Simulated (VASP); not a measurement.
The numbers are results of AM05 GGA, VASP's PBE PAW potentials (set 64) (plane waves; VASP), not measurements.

The input files of a VASP run:

### INCAR
```
SYSTEM=Mo
PREC=Accurate; ENCUT=520; LREAL=.FALSE.
LASPH=.TRUE.
EDIFF=1E-6; NELM=100; ALGO=Normal
LMAXMIX=4
ISMEAR=1; SIGMA=0.1
GGA=AM
IBRION=2; NSW=60; ISIF=3
EDIFFG=-0.01
LWAVE=.FALSE.; LCHARG=.FALSE.
```

KPOINTS:
```
Automatic mesh
0
Gamma
15 15 15
0 0 0
```

### POSCAR
```
Mo
1
   -1.5639619653     1.5639619653     1.5639619653
    1.5639619653    -1.5639619653     1.5639619653
    1.5639619653     1.5639619653    -1.5639619653
Mo
1
Direct
  0.0000000000   0.0000000000   0.0000000000
```

POTCAR, in this order: Mo_sv (PBE.64 set). Program: vasp_std.

What VASP printed:

File OUTCAR:
```
 ion  position               nearest neighbor table
   1  0.000  0.000  0.000-
  LATTYP: Found a body centered cubic cell.
 ALAT       =     3.1279239306
 Subroutine PRICEL returns:
 Original cell was already a primitive cell.
 Subroutine GETGRP returns: Found 48 space group operations
The static configuration has the point symmetry O_h .
The dynamic configuration has the point symmetry O_h .
 Subroutine INISYM returns: Found 48 space group operations
 Subroutine IBZKPT returns following result:
 Found    120 irreducible k-points:

 Following reciprocal coordinates:
            Coordinates               Weight
  0.000000  0.000000  0.000000      1.000000
  0.066667  0.000000  0.000000     12.000000
  0.133333  0.000000  0.000000     12.000000
  0.200000  0.000000  0.000000     12.000000
  0.266667  0.000000  0.000000     12.000000
  0.333333  0.000000  0.000000     12.000000
  0.400000  0.000000  0.000000     12.000000
  0.466667  0.000000  0.000000     12.000000
  0.066667  0.066667  0.000000     24.000000
  0.133333  0.066667  0.000000     48.000000
...
```

File OSZICAR:
```
       N       E                     dE             d eps       ncg     rms          rms(c)
DAV:   1     0.901088657894E+02    0.90109E+02   -0.84654E+03  2656   0.132E+03
DAV:   2    -0.109574357111E+02   -0.10107E+03   -0.97375E+02  2847   0.343E+02
DAV:   3    -0.122658367756E+02   -0.13084E+01   -0.12983E+01  3091   0.391E+01
DAV:   4    -0.122694105819E+02   -0.35738E-02   -0.35744E-02  2892   0.232E+00
DAV:   5    -0.122694286311E+02   -0.18049E-04   -0.18049E-04  3087   0.164E-01    0.165E+01
DAV:   6    -0.116323884609E+02    0.63704E+00   -0.11028E+00  2814   0.127E+01    0.454E+00
DAV:   7    -0.115355184209E+02    0.96870E-01   -0.23220E-01  3081   0.539E+00    0.956E-01
DAV:   8    -0.115289884904E+02    0.65299E-02   -0.51054E-03  2782   0.972E-01    0.242E-01
DAV:   9    -0.115290093610E+02   -0.20871E-04   -0.10763E-04  3152   0.144E-01    0.976E-02
DAV:  10    -0.115290171803E+02   -0.78193E-05   -0.80248E-06  2915   0.359E-02    0.491E-03
DAV:  11    -0.115290173579E+02   -0.17759E-06   -0.35525E-08  1678   0.222E-03
   1 F= -.11529017E+02 E0= -.11528920E+02  d E =-.115290E+02
```

### OUTCAR
```
------------------------ aborting loop because EDIFF is reached ----------------------------------------
  FORCE on cell =-STRESS in cart. coord.  units (eV):
  Direction    XX          YY          ZZ          XY          YZ          ZX
  --------------------------------------------------------------------------------------
  Total       -0.0008000     -0.0008000     -0.0008000     -0.0000000     -0.0000000      0.0000000
  in kB       -0.0837698     -0.0837698     -0.0837698     -0.0000000     -0.0000000      0.0000000
  external PRESSURE =      -0.0837698 kB  Pullay stress =       0.0000000 kB
  volume of cell :       15.30
      direct lattice vectors                 reciprocal lattice vectors
    -1.563961965  1.563961965  1.563961965     0.000000000  0.319700869  0.319700869
     1.563961965 -1.563961965  1.563961965     0.319700869  0.000000000  0.319700869
     1.563961965  1.563961965 -1.563961965     0.319700869  0.319700869  0.000000000
 POSITION                                       TOTAL-FORCE (eV/Angst)
 -----------------------------------------------------------------------------------
      0.00000      0.00000      0.00000         0.000000      0.000000      0.000000
 -----------------------------------------------------------------------------------
    total drift:                                0.000000     -0.000000      0.000000
  FREE ENERGIE OF THE ION-ELECTRON SYSTEM (eV)
  ---------------------------------------------------
  free  energy   TOTEN  =       -11.5290173579 eV

  energy  without entropy=      -11.5287262288  energy(sigma->0) =      -11.52892031

 reached required accuracy - stopping structural energy minimisation
```
(Selected blocks of OUTCAR.)

The compound is Mo in the bcc structure. It was relaxed first. The start is the result of an earlier pass.
